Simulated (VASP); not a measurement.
Input:

```yaml
crystal:
  lattice:
    - [4.16829, 0.00000, 0.00000]
    - [0.00000, 4.16829, 0.00000]
    - [0.00000, 0.00000, 7.33955]
  atoms:
    - { symbol: Ti, position: [0.00000, 0.50000, 0.00000] }
    - { symbol: Ti, position: [0.50000, 0.00000, 0.50000] }
    - { symbol: Sb, position: [0.00000, 0.00000, 0.25000] }
    - { symbol: Sb, position: [0.00000, 0.00000, 0.75000] }
```

Level of theory: PBE GGA, VASP's PBE PAW potentials (set 64) (plane waves; VASP). Numerical set-up: 300 eV cut-off, 4×4×3 Γ-centred mesh, Gaussian smearing of 0.20 eV, potentials Ti_sv Sb.

### Question
Give the energies of bands 11 to 20 at the high-symmetry points, in eV from the Fermi level.

### Answer

```tsv
band	Γ	X	M	Z	R	A
11	-4.72	-3.98	-3.46	-2.61	-3.68	-2.91
12	-1.75	-3.83	-3.46	-2.61	-3.05	-2.91
13	-1.75	-2.54	-2.83	-1.75	-2.91	-2.65
14	-0.88	-1.46	-1.54	-1.75	-1.76	-2.65
15	-0.38	-0.81	-1.54	-0.64	-1.36	-2.03
16	-0.38	-0.57	-1.42	-0.64	-0.22	-2.03
17	-0.36	-0.23	-0.42	-0.54	0.14	-0.18
18	-0.10	0.22	0.03	-0.54	0.21	-0.18
19	0.50	0.28	0.03	0.56	0.26	0.58
20	0.53	0.51	0.59	0.56	0.48	0.58
```

It has no gap at this level: it comes out as a metal or semimetal.

The structure was generated: TiSb was put into an ordered model structure, which need not be its known phase. The cell was not relaxed at this level. The k-mesh is coarse (spacing up to 0.38 per Å, 2π included), so the numbers may not be converged in it.
